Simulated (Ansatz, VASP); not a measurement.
# Cross-check of SiC between VASP and Ansatz, part 3 of 3

Aim: how closely do two programs agree when they are given the same cell, functional and k mesh? The cell is taken from a series of runs on this material, whose earlier steps may have relaxed, scaled, displaced or heated it; both programs get it as it stands.

VASP 6.6.1 and Ansatz 0.2.0.

So far: Set-up; Ansatz: zone-centre phonons, LDA; VASP: zone-centre phonons, LDA.

## Step 3: VASP: zone-centre phonons, LDA (continued)

Level of this step: LDA; plane waves and PAW (C, Si) (VASP).

Numbers of over 12 decimals in the logs are rounded to 6 here.

Parts of OUTCAR (step 3):

```text
ion  position               nearest neighbor table
   1  0.667  0.333  0.750-   7 1.88   7 1.88   7 1.88   5 1.90
   2  0.333  0.667  0.250-   8 1.88   8 1.88   8 1.88   6 1.90
   3  0.000  0.000  0.500-   6 1.89   6 1.89   6 1.89   7 1.89
   4  0.000  0.000  0.000-   5 1.89   5 1.89   5 1.89   8 1.89
   5  0.667  0.333  0.938-   4 1.89   4 1.89   4 1.89   1 1.90   7 3.08   7 3.08   7 3.08   8 3.08
                             8 3.08   8 3.08
   6  0.333  0.667  0.438-   3 1.89   3 1.89   3 1.89   2 1.90   8 3.08   8 3.08   8 3.08   7 3.08
                             7 3.08   7 3.08
   7  0.000  0.000  0.688-   1 1.88   1 1.88   1 1.88   3 1.89   5 3.08   5 3.08   5 3.08   6 3.08
                             6 3.08   6 3.08
   8  0.000  0.000  0.188-   2 1.88   2 1.88   2 1.88   4 1.89   6 3.08   6 3.08   6 3.08   5 3.08
                             5 3.08   5 3.08

  LATTYP: Found a hexagonal cell.
 ALAT       =     3.0786457848
 C/A-ratio  =     3.2739180670

 Subroutine GETGRP returns: Found 12 space group operations
 (whereof  6 operations were pure point group operations)

The static configuration has the point symmetry C_3v.
 The point group associated with its full space group is C_6v.

 Found     36 irreducible k-points:

   k-points           NKPTS =     36   k-points in BZ     NKDIM =     36   number of bands    NBANDS=     24

   dimension x,y,z NGX =    28 NGY =   28 NGZ =   84
   dimension x,y,z NGXF=    56 NGYF=   56 NGZF=  168

   ENCUT  =  600.0 eV  44.10 Ry    6.64 a.u.   6.15  6.15 20.13*2*pi/ulx,y,z

   NELECT =      32.0000    total number of electrons

 k-points in reciprocal lattice and weights: Automatic mesh
   0.00000000  0.00000000  0.00000000       0.003
   0.11111111  0.00000000  0.00000000       0.019
   0.22222222  0.00000000  0.00000000       0.019
   0.33333333  0.00000000  0.00000000       0.019
   0.44444444  0.00000000  0.00000000       0.019
   0.11111111  0.11111111  0.00000000       0.019
   0.22222222  0.11111111  0.00000000       0.037
   0.33333333  0.11111111  0.00000000       0.037
   0.44444444  0.11111111  0.00000000       0.019
[...]
0.33333333  0.22222222  0.50000000       0.037
   0.33333333  0.33333333  0.50000000       0.006

 average (electrostatic) potential at core
       1 -49.0037       2 -49.0037       3 -49.0619       4 -49.0619       5 -81.9647
       6 -81.9647       7 -81.9201       8 -81.9201

   1 f  =   27.079863 THz   170.147795 2PiTHz  903.286985 cm-1   111.993262 meV
             X         Y         Z           dx          dy          dz
      1.539323  0.888728  7.557412     0.000000   -0.000000    0.175090
     -0.000000  1.777457  2.517795    -0.000000   -0.000000   -0.175090
      0.000000  0.000000  5.044167     0.000000   -0.000000    0.590954
      0.000000  0.000000  0.004550     0.000000   -0.000000   -0.590954
      1.539323  0.888728  9.452882    -0.000000    0.000000    0.188226
     -0.000000  1.777457  4.413265    -0.000000    0.000000   -0.188226
      0.000000  0.000000  6.933406    -0.000000    0.000000   -0.291012
      0.000000  0.000000  1.893789    -0.000000    0.000000    0.291012

   2 f  =   26.816706 THz   168.494332 2PiTHz  894.509019 cm-1   110.904934 meV
             X         Y         Z           dx          dy          dz
      1.539323  0.888728  7.557412     0.000000   -0.000000   -0.588445
     -0.000000  1.777457  2.517795     0.000000    0.000000    0.588445
      0.000000  0.000000  5.044167     0.000000   -0.000000    0.176827
      0.000000  0.000000  0.004550     0.000000    0.000000   -0.176827
      1.539323  0.888728  9.452882    -0.000000   -0.000000    0.291524
     -0.000000  1.777457  4.413265    -0.000000    0.000000   -0.291524
      0.000000  0.000000  6.933406    -0.000000    0.000000    0.193594
      0.000000  0.000000  1.893789    -0.000000   -0.000000   -0.193594

   3 f  =   24.628717 THz   154.746794 2PiTHz  821.525577 cm-1   101.856144 meV
             X         Y         Z           dx          dy          dz
      1.539323  0.888728  7.557412    -0.000000    0.000000   -0.475371
     -0.000000  1.777457  2.517795     0.000000    0.000000   -0.475371
      0.000000  0.000000  5.044167     0.000000   -0.000000    0.522291
      0.000000  0.000000  0.004550     0.000000    0.000000    0.522291
      1.539323  0.888728  9.452882    -0.000000   -0.000000   -0.034890
     -0.000000  1.777457  4.413265    -0.000000    0.000000   -0.034890
      0.000000  0.000000  6.933406     0.000000   -0.000000    0.004137
      0.000000  0.000000  1.893789    -0.000000   -0.000000    0.004137

   4 f  =   23.446769 THz   147.320394 2PiTHz  782.100024 cm-1    96.968001 meV
             X         Y         Z           dx          dy          dz
      1.539323  0.888728  7.557412    -0.000012    0.408535   -0.000000
     -0.000000  1.777457  2.517795    -0.000012    0.408535   -0.000000
      0.000000  0.000000  5.044167    -0.000013    0.428197    0.000000
      0.000000  0.000000  0.004550    -0.000013    0.428197   -0.000000
      1.539323  0.888728  9.452882     0.000008   -0.278230    0.000000
     -0.000000  1.777457  4.413265     0.000008   -0.278230    0.000000
      0.000000  0.000000  6.933406     0.000008   -0.268951   -0.000000
      0.000000  0.000000  1.893789     0.000008   -0.268951    0.000000

   5 f  =   23.446769 THz   147.320394 2PiTHz  782.100024 cm-1    96.968001 meV
             X         Y         Z           dx          dy          dz
      1.539323  0.888728  7.557412     0.408535    0.000012    0.000000
     -0.000000  1.777457  2.517795     0.408535    0.000012   -0.000000
      0.000000  0.000000  5.044167     0.428197    0.000013   -0.000000
      0.000000  0.000000  0.004550     0.428197    0.000013   -0.000000
      1.539323  0.888728  9.452882    -0.278230   -0.000008   -0.000000
     -0.000000  1.777457  4.413265    -0.278230   -0.000008    0.000000
      0.000000  0.000000  6.933406    -0.268951   -0.000008    0.000000
      0.000000  0.000000  1.893789    -0.268951   -0.000008    0.000000

   6 f  =   23.072236 THz   144.967133 2PiTHz  769.606945 cm-1    95.419057 meV
             X         Y         Z           dx          dy          dz
      1.539323  0.888728  7.557412    -0.000021    0.472164   -0.000000
     -0.000000  1.777457  2.517795     0.000021   -0.472164   -0.000000
      0.000000  0.000000  5.044167     0.000017   -0.376252   -0.000000
      0.000000  0.000000  0.004550    -0.000017    0.376252   -0.000000
      1.539323  0.888728  9.452882     0.000012   -0.264746    0.000000
     -0.000000  1.777457  4.413265    -0.000012    0.264746    0.000000
      0.000000  0.000000  6.933406     0.000012   -0.255744    0.000000
      0.000000  0.000000  1.893789    -0.000012    0.255744    0.000000

   7 f  =   23.072236 THz   144.967133 2PiTHz  769.606945 cm-1    95.419057 meV
             X         Y         Z           dx          dy          dz
      1.539323  0.888728  7.557412    -0.472164   -0.000021    0.000000
     -0.000000  1.777457  2.517795     0.472164    0.000021    0.000000
      0.000000  0.000000  5.044167     0.376252    0.000017    0.000000
      0.000000  0.000000  0.004550    -0.376252   -0.000017    0.000000
      1.539323  0.888728  9.452882     0.264746    0.000012   -0.000000
     -0.000000  1.777457  4.413265    -0.264746   -0.000012   -0.000000
      0.000000  0.000000  6.933406     0.255744    0.000012   -0.000000
      0.000000  0.000000  1.893789    -0.255744   -0.000012   -0.000000

   8 f  =   22.974623 THz   144.353812 2PiTHz  766.350926 cm-1    95.015362 meV
             X         Y         Z           dx          dy          dz
      1.539323  0.888728  7.557412    -0.000000   -0.000000   -0.446064
     -0.000000  1.777457  2.517795     0.000000    0.000000   -0.446064
      0.000000  0.000000  5.044167     0.000000    0.000000   -0.389442
      0.000000  0.000000  0.004550    -0.000000   -0.000000   -0.389442
      1.539323  0.888728  9.452882     0.000000    0.000000    0.279416
     -0.000000  1.777457  4.413265    -0.000000   -0.000000    0.279416
      0.000000  0.000000  6.933406     0.000000    0.000000    0.266999
      0.000000  0.000000  1.893789    -0.000000   -0.000000    0.266999

   9 f  =   22.831092 THz   143.451985 2PiTHz  761.563270 cm-1    94.421769 meV
             X         Y         Z           dx          dy          dz
      1.539323  0.888728  7.557412     0.000017   -0.373043   -0.000000
     -0.000000  1.777457  2.517795    -0.000017    0.373043   -0.000000
      0.000000  0.000000  5.044167     0.000022   -0.470408   -0.000000
      0.000000  0.000000  0.004550    -0.000022    0.470408   -0.000000
      1.539323  0.888728  9.452882     0.000012   -0.257873    0.000000
     -0.000000  1.777457  4.413265    -0.000012    0.257873    0.000000
      0.000000  0.000000  6.933406    -0.000013    0.270291    0.000000
      0.000000  0.000000  1.893789     0.000013   -0.270291    0.000000

  10 f  =   22.831092 THz   143.451985 2PiTHz  761.563270 cm-1    94.421769 meV
             X         Y         Z           dx          dy          dz
      1.539323  0.888728  7.557412     0.373043    0.000017    0.000000
     -0.000000  1.777457  2.517795    -0.373043   -0.000017    0.000000
      0.000000  0.000000  5.044167     0.470408    0.000022    0.000000
      0.000000  0.000000  0.004550    -0.470408   -0.000022    0.000000
      1.539323  0.888728  9.452882     0.257873    0.000012   -0.000000
     -0.000000  1.777457  4.413265    -0.257873   -0.000012   -0.000000
      0.000000  0.000000  6.933406    -0.270291   -0.000013   -0.000000
      0.000000  0.000000  1.893789     0.270291    0.000013   -0.000000

  11 f  =   22.565814 THz   141.785189 2PiTHz  752.714522 cm-1    93.324665 meV
             X         Y         Z           dx          dy          dz
      1.539323  0.888728  7.557412     0.000020    0.439963    0.000000
     -0.000000  1.777457  2.517795     0.000020    0.439963    0.000000
      0.000000  0.000000  5.044167    -0.000019   -0.421819   -0.000000
      0.000000  0.000000  0.004550    -0.000019   -0.421819   -0.000000
    [... 145 further lines ...]
      0.000000  0.000000  6.933406    -0.227581    0.351048   -0.000000
      0.000000  0.000000  1.893789    -0.227581    0.351048   -0.000000

 MACROSCOPIC STATIC DIELECTRIC TENSOR IONIC CONTRIBUTION
 ------------------------------------------------------
           3.328492    -0.000000    -0.000000
          -0.000000     3.328492     0.000000
          -0.000000     0.000000     3.710897
 ------------------------------------------------------

 ELASTIC MODULI CONTR FROM IONIC RELAXATION (kBar)
 Direction    XX          YY          ZZ          XY          YZ          ZX
 --------------------------------------------------------------------------------
 XX        -419.1165    241.0146    172.8923     -0.0000     -0.0000     -0.0000
 YY         241.0146   -419.1165    172.8923      0.0000      0.0000      0.0000
 ZZ         172.8923    172.8923   -336.8012     -0.0000      0.0000     -0.0000
 XY          -0.0000      0.0000     -0.0000   -330.0656     -0.0000     -0.0000
 YZ          -0.0000      0.0000      0.0000     -0.0000    -90.4164      0.0000
 ZX          -0.0000      0.0000     -0.0000     -0.0000      0.0000    -97.2205
 --------------------------------------------------------------------------------

 PIEZOELECTRIC TENSOR IONIC CONTR  for field in x, y, z        (C/m^2)
          XX          YY          ZZ          XY          YZ          ZX
  --------------------------------------------------------------------------------
  x     0.00000    -0.00000     0.00000     0.00000    -0.00000     0.53369
  y     0.00000    -0.00000    -0.00000     0.00000     0.51439    -0.00000
  z     0.53975     0.53975    -1.05028    -0.00000     0.00000    -0.00000
```

## Step 4: Differences

Known differences besides the potentials themselves: fixed occupations in Ansatz, narrow Gaussian smearing in VASP; VASP's response is taken on the typed mesh, Ansatz refines its own for the field response alone; the cutoff is 420 eV in Ansatz and 600 eV in VASP; VASP's log shows a relativistic correction to its local exchange, Ansatz's none. Total energies have different zeros and are not compared.

Both answers:

| quantity | Ansatz | VASP | difference |
| --- | --- | --- | --- |
| ε∞ xx | 7.00 | 7.06 | -0.85 % |
| ε∞ yy | 7.00 | 7.06 | -0.85 % |
| ε∞ zz | 7.30 | 7.31 | -0.06 % |
| Born charge of C1 (mean of the diagonal) (e) | -2.73 | -2.72 | -0.01 |
| Born charge of Si5 (mean of the diagonal) (e) | 2.68 | 2.66 | +0.01 |
| optical mode 1 to 2 (cm⁻¹) | 191.6 | 191.7 | -0.08 % |
| optical mode 3 to 4 (cm⁻¹) | 199.1 | 199.4 | -0.17 % |
| optical mode 5 to 6 (cm⁻¹) | 259.2 | 259.6 | -0.15 % |
| optical mode 7 (cm⁻¹) | 391.8 | 392.3 | -0.12 % |
| optical mode 8 (cm⁻¹) | 399.6 | 400.3 | -0.18 % |
| optical mode 9 (cm⁻¹) | 596.2 | 595.5 | +0.13 % |
| optical mode 10 to 11 (cm⁻¹) | 752.6 | 752.7 | -0.01 % |
| optical mode 12 to 13 (cm⁻¹) | 761.8 | 761.6 | +0.04 % |
| optical mode 14 (cm⁻¹) | 766.7 | 766.4 | +0.04 % |
| optical mode 15 to 16 (cm⁻¹) | 769.9 | 769.6 | +0.03 % |
| optical mode 17 to 18 (cm⁻¹) | 782.0 | 782.1 | -0.01 % |
| optical mode 19 (cm⁻¹) | 821.2 | 821.5 | -0.04 % |
| optical mode 20 (cm⁻¹) | 894.8 | 894.5 | +0.03 % |
| optical mode 21 (cm⁻¹) | 903.9 | 903.3 | +0.07 % |

Modes are paired by rising frequency, not by their patterns, so a pair may set unlike modes beside each other; they are those without the splitting of longitudinal modes.

## Step 5: Outcome

```yaml
r_m_s_difference_of_the_optical_zone_centre_modes_each_program_s_sorted_by_frequency_zone_centre_phonons_lda: 0.37 cm⁻¹
difference_in_eps_infinity_xx_zone_centre_phonons_lda: -0.9 %
```

The r.m.s. difference of the optical zone-centre modes, each program's sorted by frequency is 0.37 cm⁻¹ (zone-centre phonons, LDA). Among the rows given in per cent, the largest difference of the zone-centre phonons, LDA pair is in ε∞ xx, -0.9 %. How closely two codes agree says nothing of how well the functional describes the real material.

[Lines on the potential files, build, host, timing and source positions are cut from VASP's logs without a mark.]

[Logs are printed without paths, hosts, clocks, repeated set-up lines and the standing remarks that a program may print on its own settings, such as how far it seeks lower states.]

[Hosts, paths, dates, database ids (printed as entryN), source tags and the programs' standing remarks are cut or masked in the printed files.]
